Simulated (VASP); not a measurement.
A convergence study with VASP on Mg₂Si (antifluorite): one setting is varied, all else stays as given below, so the limit is that of these other settings.

```
CELL_PARAMETERS angstrom
      0.00000     3.17500     3.17500
      3.17500     0.00000     3.17500
      3.17500     3.17500     0.00000
ATOMIC_POSITIONS crystal
  Mg 0.25000 0.25000 0.25000
  Mg 0.75000 0.75000 0.75000
  Si 0.00000 0.00000 0.00000
```

Computed with PBEsol GGA, VASP's PBE PAW potentials (set 64) (plane waves; VASP 6.6.1). The tightest run used: 550 eV cut-off, 15×15×15 Γ-centred mesh, Gaussian smearing of 0.050 eV, potentials Mg Si.

**Question.** The settings run are 1×1×1 mesh; 2×2×2 mesh; 3×3×3 mesh; 4×4×4 mesh; 6×6×6 mesh; 7×7×7 mesh; 8×8×8 mesh; 9×9×9 mesh; 10×10×10 mesh; 11×11×11 mesh; 12×12×12 mesh; 13×13×13 mesh; 14×14×14 mesh; 15×15×15 mesh. From which on does the stress (every component) stay within 0.1 GPa of the tightest run?

**Answer.** From 4×4×4 mesh on: it is off by 0.05 there and by no more than 0.1 in any finer run, while 3×3×3 mesh is off by 0.13.
```tsv
setting	E (eV/atom)	pressure (GPa)	irreducible k-points	difference judged (GPa)
1×1×1 mesh	0.9593	9.57	1	10.23
2×2×2 mesh	-2.5387	-0.10	3	0.56
3×3×3 mesh	-3.0487	-0.53	4	0.13
4×4×4 mesh	-3.1681	-0.71	8	0.05
6×6×6 mesh	-3.2161	-0.69	16	0.03
7×7×7 mesh	-3.2207	-0.67	20	0.01
8×8×8 mesh	-3.2225	-0.67	29	0.01
9×9×9 mesh	-3.2232	-0.66	35	0.00
10×10×10 mesh	-3.2236	-0.66	47	0.00
11×11×11 mesh	-3.2237	-0.66	56	0.00
12×12×12 mesh	-3.2238	-0.66	72	0.00
13×13×13 mesh	-3.2238	-0.66	84	0.00
14×14×14 mesh	-3.2238	-0.66	104	0.00
15×15×15 mesh	-3.2238	-0.66	120	0.00
```

Left out are rungs that failed or repeat a setting and relaxations that didn't move; long series are thinned to 24 rows.

The compound is Mg2Si in the antifluorite structure. The cell was not relaxed at this level.
